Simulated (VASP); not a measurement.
# LiBiS3 (Pm-3m) in VASP: further runs

The runs below take LiBiS3 through relaxation of cell and atoms, with PBE.

Program: VASP 6.6.1. These are calculated values, not measurements. Logs are shortened: lines on timing, memory, paths and dates and some standing lists are left out, and cuts for length are marked.

### 1 Starting point

The structure is cubic, space group Pm-3m (No. 221). Conventional cell: a = 4.561 Å, b = 4.561 Å, c = 4.561 Å, α = 90.00°, β = 90.00°, γ = 90.00°. Li (site symmetry m-3m) is surrounded by 6 S at 2.28 Å. Bi (site symmetry m-3m) is surrounded by 12 S at 3.23 Å. S (site symmetry 4/mmm) has 2 Li at 2.28 Å as nearest neighbours.

The cell was built by a generator and needn't be a form met in nature.

### 2 Relaxation of cell and atoms, PBE

The input, INCAR:

```
SYSTEM = LiBiS3
  PREC = Accurate
  ENCUT = 900
  EDIFF = 1E-6
  ISMEAR = -1
  SIGMA = 0.05
  LREAL = .False.
  LASPH = .True.
  NELM = 60
  ALGO = Normal
  ISIF = 3
  LWAVE = .False.
  LCHARG = .False.
  GGA = PE
  IBRION = 2
  NSW = 40
  EDIFFG = -0.01
```

The input, KPOINTS:

```
regular mesh
0
Gamma
  5 5 5
  0 0 0
```

The input, POSCAR:

```
LiBiS3
1.0
    4.5614400000      0.0000000000      0.0000000000
    0.0000000000      4.5614400000      0.0000000000
    0.0000000000      0.0000000000      4.5614400000
Li Bi S
1 1 3
Direct
    0.5000000000      0.5000000000      0.5000000000
    0.0000000000      0.0000000000      0.0000000000
    0.5000000000      0.5000000000      0.0000000000
    0.0000000000      0.5000000000      0.5000000000
    0.5000000000      0.0000000000      0.5000000000
```

Potentials or basis: VASP PAW PBE potentials, release 64 (Li_sv, Bi_d, S).

Launch:

```console
$ cat potpaw_PBE.64/Li_sv/POTCAR potpaw_PBE.64/Bi_d/POTCAR potpaw_PBE.64/S/POTCAR > POTCAR
$ mpirun -np 1 vasp_std > vasp.out
```

OUTCAR:

```text
SYSTEM = LiBiS3
   PREC = Accurate
   ENCUT = 900
   EDIFF = 1E-6
   ISMEAR = -1
   LREAL = .False.
   LASPH = .True.
   NELM = 60
   ISIF = 3
   GGA = PE
   IBRION = 2
   NSW = 40
   EDIFFG = -0.01

 ion  position               nearest neighbor table
   1  0.500  0.500  0.500-   3 2.28   4 2.28   5 2.28   3 2.28   5 2.28   4 2.28
   2  0.000  0.000  0.000-   3 3.23   4 3.23   5 3.23   4 3.23   5 3.23   3 3.23   4 3.23   4 3.23
                             3 3.23   5 3.23   5 3.23   3 3.23
   3  0.500  0.500  0.000-   1 2.28   1 2.28   2 3.23   2 3.23   2 3.23   2 3.23
   4  0.000  0.500  0.500-   1 2.28   1 2.28   2 3.23   2 3.23   2 3.23   2 3.23
   5  0.500  0.000  0.500-   1 2.28   1 2.28   2 3.23   2 3.23   2 3.23   2 3.23

  LATTYP: Found a simple cubic cell.
 ALAT       =     4.5614400000

  Lattice vectors:

 A1 = (   4.5614400000,   0.0000000000,   0.0000000000)
 A2 = (   0.0000000000,   4.5614400000,   0.0000000000)
 A3 = (   0.0000000000,   0.0000000000,   4.5614400000)

Analysis of symmetry for initial positions (statically):
=====================================================================
 Subroutine PRICEL returns:
 Original cell was already a primitive cell.

 Routine SETGRP: Setting up the symmetry group for a
 simple cubic supercell.

 Subroutine GETGRP returns: Found 48 space group operations
 (whereof 48 operations were pure point group operations)
 out of a pool of 48 trial point group operations.

The static configuration has the point symmetry O_h .

Analysis of symmetry for dynamics (positions and initial velocities):
=====================================================================
 Subroutine PRICEL returns:
 Original cell was already a primitive cell.

 Routine SETGRP: Setting up the symmetry group for a
 simple cubic supercell.

 Subroutine GETGRP returns: Found 48 space group operations
 (whereof 48 operations were pure point group operations)
 out of a pool of 48 trial point group operations.

The dynamic configuration has the point symmetry O_h .

 Subroutine INISYM returns: Found 48 space group operations
 (whereof 48 operations are pure point group operations),
 and found     1 'primitive' translations

----------------------------------------------------------------------------------------

                                     Primitive cell

[... 81 lines left out ...]
   EDIFF  = 0.1E-05   stopping-criterion for ELM
   LREAL  =      F    real-space projection
   EDIFFG = -.1E-01   stopping-criterion for IOM
   NSW    =     40    number of steps for IOM
   IBRION =      2    ionic relax: 0-MD 1-quasi-New 2-CG
   NFREE  =      1    steps in history (QN), initial steepest desc. (CG)
   ISIF   =      3    stress and relaxation
   ISYM   =      2    0-nonsym 1-usesym 2-fastsym
   POTIM  = 0.5000    time-step for ionic-motion
   TEBEG  =    0.0;   TEEND  =   0.0 temperature during run
   PSTRESS=    0.0 pullay stress
   NELECT =      36.0000    total number of electrons
   NUPDOWN=      -1.0000    fix difference up-down
   EMIN   =  10.00;   EMAX   =-10.00  energy-range for DOS
   EFERMI =   0.00;   METHOD = LEGACY
   ISMEAR =    -1;   SIGMA  =   0.05  broadening in eV -4-tet -1-fermi 0-gaus
   EFERMI_NEDOS =   21; number of points for ismear=-14 and -15
   IALGO  =     38    algorithm
   IMIX   =      4    mixing-type and parameters
     AMIX     =   0.40;   BMIX     =  1.00
     AMIX_MAG =   1.60;   BMIX_MAG =  1.00
  volume/ion in A,a.u.               =      18.98       128.10
  Fermi-wavevector in a.u.,A,eV,Ry     =   1.185060  2.239439 19.107578  1.404367
  Thomas-Fermi vector in A             =   2.321262
   LORBIT       =      0    0 simple, 1 ext, 2 COOP (PROOUT), +10 PAW based schemes
   GGA     = PE    functional components
   LHFCALC =     F    Hartree Fock is set to
   AEXX    =    0.0000 exact exchange contribution
   IVDW    =     0    specifies the selected vdW correction
   LEPSILON=     F    determine dielectric tensor
   LRPA    =     F    only Hartree local field effects (RPA)
 conjugate gradient relaxation of ions
 non-spin polarized calculation
  energy-cutoff  :      900.00
  volume of cell :       94.91
 maximum number of plane-waves:      5836
 NGX is ok and might be reduce to    48
   NGX = 23   NGY = 23   NGZ = 23

 number of electron      35.9999997 magnetization

 Free energy of the ion-electron system (eV)
  ---------------------------------------------------
  ext. energy  EPLUGINS =         0.00000000
  ---------------------------------------------------
  free energy    TOTEN  =       -17.54757302 eV

  energy without entropy =      -17.51953544  energy(sigma->0) =      -17.53355423

 E-fermi :   5.6206     XC(G=0): -10.2073

 val. band max:        5.5878884086   @ k =   0.4000   0.4000   0.4000
 cond. band min:       5.7269382978   @ k =   0.4000   0.2000   0.2000
 fundamental gap:      0.1390498892
 Fermi energy:         5.6206452821

 k-point     1 :       0.0000    0.0000    0.0000
  band No.  band energies     occupation
      1     -38.2349      2.00000
      2     -17.8402      2.00000
      3     -17.8402      2.00000
      4     -17.8277      2.00000
      5     -17.8277      2.00000
      6     -17.8277      2.00000
[... 239 lines left out ...]
     21       9.2289      0.00000
     22       9.2289      0.00000

------------------------ aborting loop because EDIFF is reached ----------------------------------------

  FORCE on cell =-STRESS in cart. coord.  units (eV):
  Direction    XX          YY          ZZ          XY          YZ          ZX
  --------------------------------------------------------------------------------------
  -------------------------------------------------------------------------------------
  Total       -0.0433835     -0.0433835     -0.0433835      0.0000000      0.0000000      0.0000000
  in kB       -0.7323681     -0.7323681     -0.7323681      0.0000000      0.0000000      0.0000000
  external PRESSURE =      -0.7323681 kB  Pullay stress =       0.0000000 kB

 VOLUME and BASIS-vectors are now :
 -----------------------------------------------------------------------------
  energy-cutoff  :      900.00
  volume of cell :       94.91
      direct lattice vectors                 reciprocal lattice vectors
     4.561440000  0.000000000  0.000000000     0.219229015  0.000000000  0.000000000
     0.000000000  4.561440000  0.000000000     0.000000000  0.219229015  0.000000000
     0.000000000  0.000000000  4.561440000     0.000000000  0.000000000  0.219229015

 POSITION                                       TOTAL-FORCE (eV/Angst)
 -----------------------------------------------------------------------------------
      2.28072      2.28072      2.28072         0.000000      0.000000      0.000000
      0.00000      0.00000      0.00000         0.000000      0.000000      0.000000
      2.28072      2.28072      0.00000         0.000000      0.000000      0.000000
      0.00000      2.28072      2.28072         0.000000      0.000000      0.000000
      2.28072      0.00000      2.28072         0.000000      0.000000      0.000000
 -----------------------------------------------------------------------------------
    total drift:                                0.000000     -0.000000     -0.000000

  FREE ENERGIE OF THE ION-ELECTRON SYSTEM (eV)
  ---------------------------------------------------
  free  energy   TOTEN  =       -17.5475730209 eV

  energy  without entropy=      -17.5195354447  energy(sigma->0) =      -17.53355423

 reached required accuracy - stopping structural energy minimisation
```

CONTCAR:

```text
LiBiS3
   1.00000000000000
     4.5614400000000002    0.0000000000000000    0.0000000000000000
     0.0000000000000000    4.5614400000000002    0.0000000000000000
     0.0000000000000000    0.0000000000000000    4.5614400000000002
  Li              Bi              S
     1     1     3
Direct
     0.5000000000000000    0.5000000000000000    0.5000000000000000
     0.0000000000000000    0.0000000000000000    0.0000000000000000
     0.5000000000000000    0.5000000000000000    0.0000000000000000
     0.0000000000000000    0.5000000000000000    0.5000000000000000
     0.5000000000000000    0.0000000000000000    0.5000000000000000

  0.00000000E+00  0.00000000E+00  0.00000000E+00
  0.00000000E+00  0.00000000E+00  0.00000000E+00
  0.00000000E+00  0.00000000E+00  0.00000000E+00
  0.00000000E+00  0.00000000E+00  0.00000000E+00
  0.00000000E+00  0.00000000E+00  0.00000000E+00
```

Wall time 40 s (1 thread of AMD EPYC 9R45 (Zen 5), shared host); peak memory 0.3 GiB.

What came out:

```yaml
Free_energy: -17.5476 eV
Pressure_after_relaxing: -0.1 GPa
Band_gap_on_the_k_mesh: none (metal or under the smearing width)
```

Final structure:
```
Li Bi S
1.0
     4.56144    0.00000    0.00000
     0.00000    4.56144    0.00000
     0.00000    0.00000    4.56144
Li Bi S
1 1 3
Direct
  0.50000 0.50000 0.50000
  0.00000 0.00000 0.00000
  0.50000 0.50000 0.00000
  0.00000 0.50000 0.50000
  0.50000 0.00000 0.50000
```

Levels at points of the mesh, in eV from the Fermi level:
```csv
k point,band 15,band 16,band 17,band 18,band 19,band 20,band 21,band 22
"(0.00, 0.00, 0.00)",-0.92,-0.92,-0.43,-0.43,-0.43,3.67,3.67,3.67
```

Caveat: the relaxation stopped at its first step, so nothing moved; spin-orbit coupling is left out, which moves the levels of the heavy elements.

### 3 Relaxation of cell and atoms, PBE

INCAR is that of step 2.

KPOINTS is that of step 2.

POSCAR is that of step 2.

Potentials or basis: VASP PAW PBE potentials, release 64 (Li, Bi, S).

Launch:

```console
$ cat potpaw_PBE.64/Li/POTCAR potpaw_PBE.64/Bi/POTCAR potpaw_PBE.64/S/POTCAR > POTCAR
$ mpirun -np 1 vasp_std > vasp.out
```

OUTCAR:

```text
SYSTEM = LiBiS3
   PREC = Accurate
   ENCUT = 900
   EDIFF = 1E-6
   ISMEAR = -1
   LREAL = .False.
   LASPH = .True.
   NELM = 60
   ISIF = 3
   GGA = PE
   IBRION = 2
   NSW = 40
   EDIFFG = -0.01

 ion  position               nearest neighbor table
   1  0.500  0.500  0.500-   3 2.28   4 2.28   5 2.28   3 2.28   5 2.28   4 2.28
   2  0.000  0.000  0.000-   3 3.23   4 3.23   5 3.23   4 3.23   5 3.23   3 3.23   4 3.23   4 3.23
                             3 3.23   5 3.23   5 3.23   3 3.23
   3  0.500  0.500  0.000-   1 2.28   1 2.28   2 3.23   2 3.23   2 3.23   2 3.23
   4  0.000  0.500  0.500-   1 2.28   1 2.28   2 3.23   2 3.23   2 3.23   2 3.23
   5  0.500  0.000  0.500-   1 2.28   1 2.28   2 3.23   2 3.23   2 3.23   2 3.23

  LATTYP: Found a simple cubic cell.
 ALAT       =     4.5614400000

  Lattice vectors:

 A1 = (   4.5614400000,   0.0000000000,   0.0000000000)
 A2 = (   0.0000000000,   4.5614400000,   0.0000000000)
 A3 = (   0.0000000000,   0.0000000000,   4.5614400000)

Analysis of symmetry for initial positions (statically):
=====================================================================
 Subroutine PRICEL returns:
 Original cell was already a primitive cell.

 Routine SETGRP: Setting up the symmetry group for a
 simple cubic supercell.

 Subroutine GETGRP returns: Found 48 space group operations
 (whereof 48 operations were pure point group operations)
 out of a pool of 48 trial point group operations.

The static configuration has the point symmetry O_h .

Analysis of symmetry for dynamics (positions and initial velocities):
=====================================================================
 Subroutine PRICEL returns:
 Original cell was already a primitive cell.

 Routine SETGRP: Setting up the symmetry group for a
 simple cubic supercell.

 Subroutine GETGRP returns: Found 48 space group operations
 (whereof 48 operations were pure point group operations)
[... 172 lines left out ...]
    total drift:                               -0.000000     -0.000000     -0.000000

  FREE ENERGIE OF THE ION-ELECTRON SYSTEM (eV)
  ---------------------------------------------------
  free  energy   TOTEN  =       -17.5024971859 eV

  energy  without entropy=      -17.4744776770  energy(sigma->0) =      -17.48848743

--------------------------------------- Ionic step        2  -------------------------------------------

 number of electron      24.0000000 magnetization

 Free energy of the ion-electron system (eV)
  ---------------------------------------------------
  ext. energy  EPLUGINS =         0.00000000
  ---------------------------------------------------
  free energy    TOTEN  =       -17.50256843 eV

  energy without entropy =      -17.47461269  energy(sigma->0) =      -17.48859056

 E-fermi :   5.1790     XC(G=0): -10.1095

 val. band max:        5.1461264102   @ k =   0.4000   0.4000   0.4000
 cond. band min:       5.2865758246   @ k =   0.4000   0.2000   0.2000
 fundamental gap:      0.1404494144
 Fermi energy:         5.1789992668

 k-point     1 :       0.0000    0.0000    0.0000
  band No.  band energies     occupation
      1      -8.7546      2.00000
      2      -5.6749      2.00000
      3      -5.6749      2.00000
      4      -4.2371      2.00000
      5       0.5218      2.00000
      6       0.5218      2.00000
[... 167 lines left out ...]
      3      -6.4728      2.00000
      4      -5.4023      2.00000
      5       0.2560      2.00000
      6       0.2560      2.00000
[... 8 lines left out ...]
     15       8.7754      0.00000
     16       8.7754      0.00000

------------------------ aborting loop because EDIFF is reached ----------------------------------------

  FORCE on cell =-STRESS in cart. coord.  units (eV):
  Direction    XX          YY          ZZ          XY          YZ          ZX
  --------------------------------------------------------------------------------------
  -------------------------------------------------------------------------------------
  Total       -0.0007770     -0.0007770     -0.0007770      0.0000000      0.0000000     -0.0000000
  in kB       -0.0131419     -0.0131419     -0.0131419      0.0000000      0.0000000     -0.0000000
  external PRESSURE =      -0.0131419 kB  Pullay stress =       0.0000000 kB

 VOLUME and BASIS-vectors are now :
 -----------------------------------------------------------------------------
  energy-cutoff  :      900.00
  volume of cell :       94.72
      direct lattice vectors                 reciprocal lattice vectors
     4.558440047  0.000000000 -0.000000000     0.219373292  0.000000000  0.000000000
    -0.000000000  4.558440047  0.000000000     0.000000000  0.219373292  0.000000000
    -0.000000000 -0.000000000  4.558440047     0.000000000 -0.000000000  0.219373292

 POSITION                                       TOTAL-FORCE (eV/Angst)
 -----------------------------------------------------------------------------------
      2.27922      2.27922      2.27922        -0.000000     -0.000000      0.000000
      0.00000      0.00000      0.00000        -0.000000     -0.000000      0.000000
      2.27922      2.27922      0.00000         0.000000     -0.000000      0.000000
     -0.00000      2.27922      2.27922        -0.000000     -0.000000      0.000000
      2.27922     -0.00000      2.27922        -0.000000      0.000000      0.000000
 -----------------------------------------------------------------------------------
    total drift:                                0.000000     -0.000000     -0.000000

  FREE ENERGIE OF THE ION-ELECTRON SYSTEM (eV)
  ---------------------------------------------------
  free  energy   TOTEN  =       -17.5025684282 eV

  energy  without entropy=      -17.4746126948  energy(sigma->0) =      -17.48859056

 reached required accuracy - stopping structural energy minimisation
```

Wall time 40 s (1 thread of AMD EPYC 9R45 (Zen 5), shared host); peak memory 0.31 GiB.

Results:

```yaml
Free_energy: -17.5026 eV
Relaxed_volume: 18.94 Å³/atom
Relaxed_cell: a = 4.558 Å, b = 4.558 Å, c = 4.558 Å, α = 90.00°, β = 90.00°, γ = 90.00°
Space_group_after_relaxing_to_0.05_Å: Pm-3m (No. 221)
Energy_gained_by_relaxing: 0.0 meV/atom
Ionic_steps: 2
Pressure_after_relaxing: 0.0 GPa
Band_gap_on_the_k_mesh: none (metal or under the smearing width)
```

Final structure:
```
Li Bi S
1.0
     4.55844    0.00000    0.00000
     0.00000    4.55844    0.00000
     0.00000    0.00000    4.55844
Li Bi S
1 1 3
Direct
  0.50000 0.50000 0.50000
  0.00000 0.00000 0.00000
  0.50000 0.50000 0.00000
  0.00000 0.50000 0.50000
  0.50000 0.00000 0.50000
```

Levels at points of the mesh, in eV from the Fermi level:
```csv
k point,band 11,band 12,band 13,band 14,band 15,band 16
"(0.00, 0.00, 0.00)",-0.43,-0.43,-0.43,3.66,3.66,3.66
```

Caveat: spin-orbit coupling is left out, which moves the levels of the heavy elements.
